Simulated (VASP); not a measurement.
An input for Quantum ESPRESSO's pw.x (written as the equivalent of a VASP run, and not itself run):

```
&CONTROL
  calculation = 'vc-relax'
  pseudo_dir = './pseudo'
  outdir = './out'
  tprnfor = .true.
  tstress = .true.
  nstep = 40
  forc_conv_thr = 0.00078
/
&SYSTEM
  ibrav = 0
  nat = 3
  ntyp = 2
  ecutwfc = 86
  occupations = 'smearing'
  smearing = 'gaussian'
  degauss = 0.003675
  input_dft = 'pbe'
/
&ELECTRONS
  conv_thr = 7.3e-08
  electron_maxstep = 100
/
&IONS
/
&CELL
  press = 50
/
ATOMIC_SPECIES
  Zr 91.224 Zr.upf
  Se 78.971 Se.upf
CELL_PARAMETERS angstrom
     1.8997302   -3.2904295    0.0000000
     1.8997302    3.2904295    0.0000000
     0.0000000    0.0000000    6.7038628
ATOMIC_POSITIONS crystal
  Zr   0.0000000  0.0000000  0.0000000
  Se   0.3333330  0.6666670  0.2363280
  Se   0.6666670  0.3333330  0.7636720
K_POINTS automatic
  7 7 4 0 0 0
```

Problem. Translate this input to VASP (INCAR, KPOINTS, POSCAR, choice of POTCAR).

Solution. One answer among several that fit: 
### POSCAR
```
ZrSe2
1.0
  1.8997302495  -3.2904295457   0.0000000000
  1.8997302495   3.2904295457   0.0000000000
  0.0000000000   0.0000000000   6.7038627633
Zr Se
1 2
Cartesian
  0.0000000000   0.0000000000   0.0000000000
  1.8997302495   1.0968120422   1.5843107352
  1.8997302495  -1.0968120422   5.1195520281
```

**INCAR**
```
SYSTEM = ZrSe2
PREC = Accurate
ENCUT = 500
EDIFF = 1E-6
NELM = 100
ALGO = Normal
LREAL = .FALSE.
LASPH = .TRUE.
ISMEAR = 0
SIGMA = 0.05
GGA = PE
LMAXMIX = 4
LWAVE = .FALSE.
LCHARG = .FALSE.
IBRION = 2
ISIF = 3
NSW = 40
EDIFFG = -0.02
PSTRESS = 50
```

**KPOINTS**
```
Automatic
0
G
  7 7 4
0 0 0
```

POTCAR, in this order: Zr_sv Se (PBE.64 set). Program: vasp_std.

The two are equivalent in intent, not identical: the potentials are each code's own (VASP's PAW set, PseudoDojo norm-conserving files in pw.x), so ENCUT and ecutwfc are chosen apart and not converted; conv_thr bounds pw.x's estimated SCF error, while EDIFF bounds the energy change between steps; forc_conv_thr acts on force components and is met together with etot_conv_thr.

The compound is ZrSe2 in the 1T layered structure. This run relaxes it under an external pressure of 5 GPa. Symmetry was kept, so distortions that lower it aren't found.
